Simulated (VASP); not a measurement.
Data:

```xyz
1
Lattice="-1.5839 1.5839 1.5839 1.5839 -1.5839 1.5839 1.5839 1.5839 -1.5839" Properties=species:S:1:pos:R:3 pbc="T T T"
Mo     0.0000     0.0000     0.0000
```

Level of theory: PW91 GGA, VASP's PBE PAW potentials (set 64) (plane waves; VASP 6.6.1). Run with 520 eV cut-off, Gaussian smearing of 0.050 eV, potentials Mo_sv.

Question: Predict the band gap (along the path) with the smallest direct gap where there is one.

Answer: 
The band gap (along the path) is none (metal, semimetal or under 0.01 eV).

The compound is Mo in the bcc structure. It was relaxed first.
